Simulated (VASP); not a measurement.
Consider the following.

```
TbSb
1.0
    4.95728     0.00000     0.00000
   -2.47864     4.29313     0.00000
    0.00000     0.00000     8.11889
Tb Sb
2 2
Direct
  0.66667   0.33333   0.00000
  0.33333   0.66667   0.50000
  0.66667   0.33333   0.62520
  0.33333   0.66667   0.12520
```

Calculation: PBE GGA, VASP's PBE PAW potentials (set 64) (plane waves; VASP). Run with 400 eV cut-off, 6×6×3 Γ-centred mesh, first-order Methfessel-Paxton smearing of 0.10 eV, potentials Tb_3 Sb.

The 4f electrons are frozen in the core of the lanthanide potential, so 4f levels, which can set the real gap, and their magnetism are missing.

### Question
Which forces act on the atoms, in eV/Å?

### Answer

```tsv
atom	Fx	Fy	Fz
Tb1	0.000	0.000	0.099
Tb2	0.000	0.000	0.099
Sb3	0.000	0.000	-0.099
Sb4	0.000	0.000	-0.099
```

### Question
Give the stress tensor in GPa (positive for a compressed cell).

### Answer

```
-0.51   0.00   0.00
 0.00  -0.51   0.00
 0.00   0.00  -1.54
```
The pressure is its mean diagonal, -0.85 GPa.

The structure was generated: TbSb was put into the wurtzite type (P6_3mc), which need not be its known phase. The cell was not relaxed at this level.
